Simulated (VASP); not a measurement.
VASP ran on this input.

### INCAR
```
# general
SYSTEM  =CdTe
PREC    =Accurate
ENCUT   =520   # plane-wave cut-off (eV)
LREAL   =F   # projection in real space or not
LASPH   =T   # aspherical one-centre terms

# electronic loop
EDIFF   =1E-7
NELM    =100   # most electronic steps
ALGO    =Normal   # blocked Davidson
LMAXMIX =4

# smearing
ISMEAR  =0   # Gaussian
SIGMA   =0.05

# functional
GGA     =MK
LUSE_VDW=T
AGGAC   =0.0
PARAM1  =0.1234
PARAM2  =1.0

# ions
ISIF    =2

# output
LWAVE   =F
LCHARG  =F
```

### KPOINTS
```
Automatic mesh
0
Gamma
7 7 7
0 0 0
```

**POSCAR**
```
CdTe
1
    0.0000000000     3.2113398312     3.2113398312
    3.2113398312     0.0000000000     3.2113398312
    3.2113398312     3.2113398312     0.0000000000
Cd Te
1 1
Direct
  0.0000000000   0.0000000000   0.0000000000
  0.2500000000   0.2500000000   0.2500000000
```

POTCAR, in this order: Cd Te (PBE.64 set). Program: vasp_std.

Question: Write an equivalent input for Quantum ESPRESSO's pw.x.

Answer: One equivalent input (not run):
```
&CONTROL
  calculation = 'scf'
  pseudo_dir = './pseudo'
  outdir = './out'
  tprnfor = .true.
  tstress = .true.
/
&SYSTEM
  ibrav = 0
  nat = 2
  ntyp = 2
  ecutwfc = 102
  occupations = 'smearing'
  smearing = 'gaussian'
  degauss = 0.003675
  input_dft = 'vdw-df-ob86'
/
&ELECTRONS
  conv_thr = 7.3e-09
  electron_maxstep = 100
/
ATOMIC_SPECIES
  Cd 112.414 Cd.upf
  Te 127.600 Te.upf
CELL_PARAMETERS angstrom
     0.0000000    3.2113398    3.2113398
     3.2113398    0.0000000    3.2113398
     3.2113398    3.2113398    0.0000000
ATOMIC_POSITIONS crystal
  Cd   0.0000000  0.0000000  0.0000000
  Te   0.2500000  0.2500000  0.2500000
K_POINTS automatic
  7 7 7 0 0 0
```
Limits of the translation: the potentials are each code's own (VASP's PAW set, PseudoDojo norm-conserving files in pw.x), so ENCUT and ecutwfc are chosen apart and not converted; conv_thr bounds pw.x's estimated SCF error, while EDIFF bounds the energy change between steps.

The compound is CdTe in the zinc blende structure. This cell is one point of a volume scan, at 0.94 of the reference volume.
